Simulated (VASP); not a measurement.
Input of a VASP 6.6.1 run:

INCAR

```
SYSTEM = P2W
PREC     = Accurate       ! precision mode
ENCUT    = 520            ! plane-wave cutoff, eV
EDIFF    = 1E-6           ! SCF threshold, eV
ISMEAR   = 1              ! smearing method
SIGMA    = 0.15           ! smearing width, eV
LREAL    = .False.        ! projectors in reciprocal space
LASPH    = .True.         ! aspherical terms in the spheres
NELM     = 100            ! most SCF steps
ALGO     = Fast           ! electronic algorithm
ISIF     = 2              ! what is computed and relaxed
LWAVE    = .False.        ! write WAVECAR
LCHARG   = .False.        ! write CHGCAR
GGA      = PS             ! functional
NBANDS   = 60             ! bands
```

Contents of KPOINTS:

```
regular mesh
0
Gamma
  5 3 1
  0 0 0
```

Contents of POSCAR:

```
P2W
1.0
   -3.2249550000      0.0000000000      0.0000000000
    1.5683380000      4.4046640000      0.0000000000
    0.0000000000      0.0000000000    -24.9232760000
P W
8 4
Direct
    0.7994044409      0.7833862015      0.9670137666
    0.3891946338      0.9238672916      0.6937495296
    0.0485356511      0.2438717232      0.9509790767
    0.6440178993      0.4462002096      0.6747061261
    0.0499712550      0.3263097934      0.7852077712
    0.6612632421      0.4589898344      0.5218994485
    0.3082340080      0.8617127209      0.8437333038
    0.8948964706      0.0126770169      0.5736256341
    0.7854863720      0.7462780362      0.7655058669
    0.2884981999      0.8750229302      0.4899463859
    0.6470624058      0.4592422941      0.8802730026
    0.2086425348      0.5658676803      0.6026278809
```

Potentials or basis: VASP PAW PBE potentials, release 64 (P, W_sv).

Command:

```sh
$ cat potpaw_PBE.64/P/POTCAR potpaw_PBE.64/W_sv/POTCAR > POTCAR
$ mpirun -np 1 vasp_std > vasp.out
```

Task: What does it give for the largest force?

Result: 3.764 eV/Å.

Task: Estimate the band gap on the k mesh.

Result: None (metal or under the smearing width).

Forces on the atoms (eV/Å):
```
P    0.021 -1.945  0.319
P    0.334 -0.068  0.707
P    0.124  1.740  1.919
P   -0.005 -0.679 -0.526
P   -0.664 -0.276 -1.486
P    0.861 -0.453  1.175
P   -0.884  1.027 -1.102
P   -0.350 -0.551  1.134
W    0.627 -0.372  1.133
W   -0.701  0.170 -3.694
W    0.411 -0.404  0.854
W    0.226  1.810 -0.432
```

Caveat: the k mesh is coarse (spacing up to 0.48 Å⁻¹), so the values aren't converged; the PAW data sets were made with another functional, which shifts forces and pressure a little. The run has no spin-orbit coupling, so splittings on W are missing.
